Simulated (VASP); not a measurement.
# Lattice of LaB6, functional by functional, part 3 of 3

Which functional gives which lattice for LaB6? The starting structure is a measured crystal structure from the Crystallography Open Database. The first relaxation on each setting starts from this cell expanded by 3 % in volume.

VASP 6.6.1.

Results so far: PBEsol 10.07 Å³ an atom; LDA 9.84 Å³ an atom; PBE 10.24 Å³ an atom; PBEsol + D3(BJ) 9.86 Å³ an atom; r2SCAN 10.23 Å³ an atom; r2SCAN + rVV10 10.20 Å³ an atom.

### Step 8. Relaxation with optB86b-vdW (continued)

Level of this step: optB86b-vdW; plane waves and PAW (La, B) (VASP).

From OUTCAR (step 8):

```text
  Total        0.0082554      0.0082554      0.0082554     -0.0000000      0.0000000     -0.0000000
  in kB        0.1853829      0.1853829      0.1853829     -0.0000000      0.0000000     -0.0000000
  external PRESSURE =       0.1853829 kB  Pullay stress =       0.0000000 kB

 POSITION                                       TOTAL-FORCE (eV/Angst)
 -----------------------------------------------------------------------------------
      0.00000      0.00000      0.00000         0.000000      0.000000     -0.000000
      2.07378      2.07378      3.32087        -0.000000      0.000000     -0.004872
      2.07378      2.07378      0.82668         0.000000      0.000000      0.004872
      2.07378      3.32087      2.07378         0.000000     -0.004872      0.000000
      3.32087      2.07378      2.07378        -0.004872      0.000000      0.000000
      2.07378      0.82668      2.07378        -0.000000      0.004872     -0.000000
      0.82668      2.07378      2.07378         0.004872      0.000000     -0.000000
 -----------------------------------------------------------------------------------
    total drift:                                0.000000     -0.000000      0.000000

  FREE ENERGIE OF THE ION-ELECTRON SYSTEM (eV)
  ---------------------------------------------------
  free  energy   TOTEN  =       -43.3451596457 eV

  energy  without entropy=      -43.3441442877  energy(sigma->0) =      -43.34465197

[... 2 parts as in an earlier step ...]

[... 2 further parts left out ...]
[key lines of the parts left out:]
E-fermi :   8.5208
```

With optB86b-vdW the relaxed cell holds 10.192 Å³ an atom, -0.68 % against the measured cell, with a = 4.148 Å. That is +1.24 % from PBEsol.

### Step 9. Relaxation with BLYP

BLYP comes from molecular chemistry and underbinds dense solids.

INCAR reads:

```
SYSTEM = LaB6
PREC = Accurate
ENCUT = 450
EDIFF = 1E-06
NELM = 100
ISMEAR = 0
SIGMA = 0.05
LREAL = .FALSE.
ALGO = Normal
GGA = B5
ALDAX = 1
AGGAX = 1
AGGAC = 1
ALDAC = 0
NBANDS = 21
LASPH = .TRUE.
LORBIT = 11
LWAVE = .FALSE.
LCHARG = .FALSE.
KPAR = 8
IBRION = 2
NSW = 50
ISIF = 3
EDIFFG = -0.006
```

POSCAR reads:

```
LaB6
1.0
    4.1981610927      0.0000000000      0.0000000000
    0.0000000000      4.1981610927      0.0000000000
    0.0000000000      0.0000000000      4.1981610927
La B
1 6
Direct
    0.0000000000      0.0000000000      0.0000000000
    0.5000000000      0.5000000000      0.8025000000
    0.5000000000      0.5000000000      0.1975000000
    0.5000000000      0.8025000000      0.5000000000
    0.8025000000      0.5000000000      0.5000000000
    0.5000000000      0.1975000000      0.5000000000
    0.1975000000      0.5000000000      0.5000000000
```

KPOINTS reads:

```
Automatic mesh
0
Gamma
8 8 8
0 0 0
```

The projector-augmented-wave data sets are La and B (PBE family, release 64).

Command:

```sh
mpirun -np 8 vasp_std
```

The program printed:

```text
[banner, memory and clock lines left out]
running    8 mpi-ranks, on    1 nodes
[...]
[... a notice as in an earlier step ...]

 [... a notice as in an earlier step ...]

 LDA part: xc-table for (Slater(with rela. corr.)+VWN5), standard interpolation
 POSCAR, INCAR and KPOINTS ok, starting setup
[...]
entering main loop
       N       E                     dE             d eps       ncg     rms          rms(c)
DAV:   1     0.214297696785E+03    0.21430E+03   -0.10209E+04  1531   0.154E+03
DAV:   2    -0.169993492547E+02   -0.23130E+03   -0.21101E+03  1853   0.283E+02
DAV:   3    -0.477613033880E+02   -0.30762E+02   -0.27524E+02  2141   0.136E+02
DAV:   4    -0.489405530185E+02   -0.11792E+01   -0.11576E+01  2660   0.225E+01
[...]
DAV:  17    -0.442082582411E+02    0.93888E-05   -0.23211E-05  2380   0.445E-02    0.671E-03
DAV:  18    -0.442082563938E+02    0.18472E-05   -0.21712E-05  2682   0.295E-02    0.109E-03
DAV:  19    -0.442082565968E+02   -0.20299E-06   -0.14323E-06  1447   0.597E-03
   1 F= -.44208257E+02 E0= -.44207452E+02  d E =-.442083E+02
[... from here on, the cycles between the ionic steps are left out ...]
   2 F= -.44164190E+02 E0= -.44163597E+02  d E =0.440671E-01
   3 F= -.44231851E+02 E0= -.44231253E+02  d E =-.235948E-01
   4 F= -.44231847E+02 E0= -.44231250E+02  d E =-.235904E-01
   5 F= -.44231983E+02 E0= -.44231384E+02  d E =-.135617E-03
   6 F= -.44232004E+02 E0= -.44231406E+02  d E =-.157450E-03
   7 F= -.44231999E+02 E0= -.44231397E+02  d E =0.520795E-05
   8 F= -.44232011E+02 E0= -.44231411E+02  d E =-.671791E-05
[...]
reached required accuracy - stopping structural energy minimisation
```

Elapsed: 62 s, on 8 MPI ranks of Intel Xeon 6975P-C (Granite Rapids), shared host; peak memory 1.8 GiB.

Parts of OUTCAR (step 9):

```text
  Total       -0.0008461     -0.0008461     -0.0008461      0.0000000      0.0000000     -0.0000000
  in kB       -0.0184727     -0.0184727     -0.0184727      0.0000000      0.0000000     -0.0000000
  external PRESSURE =      -0.0184727 kB  Pullay stress =       0.0000000 kB

 POSITION                                       TOTAL-FORCE (eV/Angst)
 -----------------------------------------------------------------------------------
      0.00000      0.00000      0.00000        -0.000000      0.000000      0.000000
      2.09333      2.09333      3.34895         0.000000      0.000000     -0.000441
      2.09333      2.09333      0.83770        -0.000000      0.000000      0.000441
      2.09333      3.34895      2.09333         0.000000     -0.000441      0.000000
      3.34895      2.09333      2.09333        -0.000441      0.000000      0.000000
      2.09333      0.83770      2.09333        -0.000000      0.000441      0.000000
      0.83770      2.09333      2.09333         0.000441      0.000000      0.000000
 -----------------------------------------------------------------------------------
    total drift:                               -0.000000      0.000000      0.000000

  FREE ENERGIE OF THE ION-ELECTRON SYSTEM (eV)
  ---------------------------------------------------
  free  energy   TOTEN  =       -44.2320111759 eV

  energy  without entropy=      -44.2308115538  energy(sigma->0) =      -44.23141136

[... 2 parts as in an earlier step ...]

[... 2 further parts left out ...]
[key lines of the parts left out:]
E-fermi :   8.8264
```

With BLYP the relaxed cell holds 10.483 Å³ an atom, +2.16 % against the measured cell, with a = 4.187 Å. That is +4.13 % from PBEsol.

### Step 10. The runs compared

| level | volume (Å³/atom) | against the measured cell (%) | a (Å) | pressure left (GPa) | core minutes |
| --- | --- | --- | --- | --- | --- |
| PBEsol | 10.068 | -1.89 | 4.1306 | 0.04 | 5.84 |
| LDA | 9.842 | -4.1 | 4.0994 | -0.03 | 4.51 |
| PBE | 10.244 | -0.18 | 4.1546 | -0.02 | 5.81 |
| PBEsol + D3(BJ) | 9.86 | -3.92 | 4.102 | 0.02 | 6.75 |
| r2SCAN | 10.228 | -0.34 | 4.1523 | 0.04 | 12.6 |
| r2SCAN + rVV10 | 10.196 | -0.64 | 4.1481 | -0.02 | 112.0 |
| optB86b-vdW | 10.192 | -0.68 | 4.1476 | 0.02 | 21.1 |
| BLYP | 10.483 | 2.16 | 4.1867 | 0.0 | 8.27 |

Core minutes are wall time times ranks, summed over the relaxations behind a row (those for a bulk modulus apart), on shared hosts.

### Step 11. Results

```
volume, PBEsol          : 10.07 Å³/atom
volume, LDA             : 9.842 Å³/atom
volume, PBE             : 10.24 Å³/atom
volume, PBEsol + D3(BJ) : 9.860 Å³/atom
volume, r2SCAN          : 10.23 Å³/atom
volume, r2SCAN + rVV10  : 10.20 Å³/atom
volume, optB86b-vdW     : 10.19 Å³/atom
volume, BLYP            : 10.48 Å³/atom
```

Across 8 levels the volume of LaB6 spans 6.5 %, from 9.84 Å³ an atom (LDA) to 10.48 Å³ (BLYP). Against the measured volume of the starting structure, PBE comes nearest (-0.2 %) and LDA lies farthest (-4.1 %). The measured cell holds zero-point expansion and, unless it was taken cold, thermal expansion, which the runs lack, so small differences decide nothing. Adding D3(BJ) to PBEsol changes the volume by -2.1 %. Adding rVV10 to r2SCAN changes the volume by -0.3 %. All runs keep the symmetry of the start, so they can't find a distortion of lower symmetry. Further runs on this material are not shown.

[Lines on the potential files, build, host, timing and source positions are cut from VASP's logs without a mark.]

[Logs are printed without paths, hosts, clocks, repeated set-up lines and the standing remarks that a program may print on its own settings, such as how far it seeks lower states.]

[Hosts, paths, dates, database ids (printed as entryN), source tags and the programs' standing remarks are cut or masked in the printed files.]
